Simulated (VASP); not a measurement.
```yaml
crystal:
  lattice:
    - [2.92514, 0.00000, 0.00000]
    - [-1.46257, 2.53324, 0.00000]
    - [0.00000, 0.00000, 4.71886]
  atoms:
    - { symbol: Nb, position: [0.00000, 0.00000, 0.00000] }
    - { symbol: H, position: [0.33333, 0.66667, 0.25200] }
    - { symbol: H, position: [0.66667, 0.33333, 0.74800] }
```

Level of theory: PBE GGA, VASP's PBE PAW potentials (set 64) (plane waves; VASP 6.6.1). Settings: 300 eV cut-off, 13×13×7 Γ-centred mesh, Gaussian smearing of 0.14 eV, potentials Nb_sv H.

At this cut-off the stress carries a Pulay error, which pulls relaxed volumes low.

Problem. Give the force on each atom (eV/Å).

Solution. 
```json
[
 {"atom": "Nb1", "Fx": "0.000", "Fy": "0.000", "Fz": "0.000"},
 {"atom": "H2", "Fx": "0.000", "Fy": "0.000", "Fz": "-0.412"},
 {"atom": "H3", "Fx": "0.000", "Fy": "0.000", "Fz": "0.412"}
]
```

Problem. Give the stress tensor in GPa (positive for a compressed cell).

Solution. 
```
-10.13    0.00    0.00
  0.00  -10.13    0.00
  0.00    0.00   -4.55
```
The pressure is its mean diagonal, -8.27 GPa.

The structure was generated: NbH2 was put into an ordered model structure, which need not be its known phase. The cell was not relaxed at this level. The electron count is odd and the run is not spin-polarised, which forces a metal.
